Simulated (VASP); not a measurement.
An input for Quantum ESPRESSO's pw.x (written as the equivalent of a VASP run, and not itself run):

```
&CONTROL
  calculation = 'scf'
  pseudo_dir = './pseudo'
  outdir = './out'
  tprnfor = .true.
  tstress = .true.
/
&SYSTEM
  ibrav = 0
  nat = 2
  ntyp = 2
  ecutwfc = 82
  occupations = 'tetrahedra'
  input_dft = 'vdw-df-cx'
/
&ELECTRONS
  conv_thr = 7.3e-09
  electron_maxstep = 100
/
ATOMIC_SPECIES
  Ag 107.868 Ag.upf
  Br 79.904 Br.upf
CELL_PARAMETERS angstrom
     0.0000000    2.8516331    2.8516331
     2.8516331    0.0000000    2.8516331
     2.8516331    2.8516331    0.0000000
ATOMIC_POSITIONS crystal
  Ag   0.0000000  0.0000000  0.0000000
  Br   0.5000000  0.5000000  0.5000000
K_POINTS automatic
  9 9 9 0 0 0
```

Problem. Translate this input to VASP (INCAR, KPOINTS, POSCAR, choice of POTCAR).

Solution. Several could match; the one computed here: 
### POSCAR
```
AgBr
1.0
  0.0000000000   2.8516331087   2.8516331087
  2.8516331087   0.0000000000   2.8516331087
  2.8516331087   2.8516331087   0.0000000000
Ag Br
1 1
Cartesian
  0.0000000000   0.0000000000   0.0000000000
  2.8516331087   2.8516331087   2.8516331087
```

**INCAR**
```
SYSTEM = AgBr
PREC = Accurate
ENCUT = 520
EDIFF = 1E-7
NELM = 100
ALGO = Normal
LREAL = .FALSE.
LASPH = .TRUE.
ISMEAR = -5
GGA = CX
LUSE_VDW = .TRUE.
AGGAC = 0.0
LMAXMIX = 4
LWAVE = .FALSE.
LCHARG = .TRUE.
LORBIT = 11
NEDOS = 601
ISIF = 2
```

**KPOINTS**
```
kpoints
0
gamma
  9 9 9
0 0 0
```

POTCAR, in this order: Ag Br (PBE.64 set). Program: vasp_std.

Limits of the translation: the potentials are each code's own (VASP's PAW set, PseudoDojo norm-conserving files in pw.x), so ENCUT and ecutwfc are chosen apart and not converted; conv_thr bounds pw.x's estimated SCF error, while EDIFF bounds the energy change between steps.

The compound is AgBr in the rock salt structure. It was relaxed first.
